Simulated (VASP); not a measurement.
Given:

```yaml
crystal:
  lattice:
    - [0.00000, 3.28446, 3.28446]
    - [3.28446, 0.00000, 3.28446]
    - [3.28446, 3.28446, 0.00000]
  atoms:
    - { symbol: Na, position: [0.00000, 0.00000, 0.00000] }
    - { symbol: I, position: [0.50000, 0.50000, 0.50000] }
```

Level of theory: vdW-DF2, VASP's PBE PAW potentials (set 64) (plane waves; VASP). Run with 520 eV cut-off, 8×8×8 Γ-centred mesh, tetrahedra with Blöchl corrections, potentials Na_pv I.

Unless said otherwise, spin-orbit coupling is left out, though it shifts the bands of the heavy elements here.

Problem. Estimate the energy per atom (σ→0), band gap (on the k-mesh) with the smallest direct gap where there is one.

Solution. 
```
Quantity                                      Value
-----------------------------------  --------------
band gap (on the k-mesh)                    3.37 eV
smallest direct gap (on the k-mesh)         3.37 eV
energy per atom (σ→0)                -0.790 eV/atom
```

Only differences to runs with the same potentials and settings are physical.

The compound is NaI in the rock salt structure. It was relaxed first.
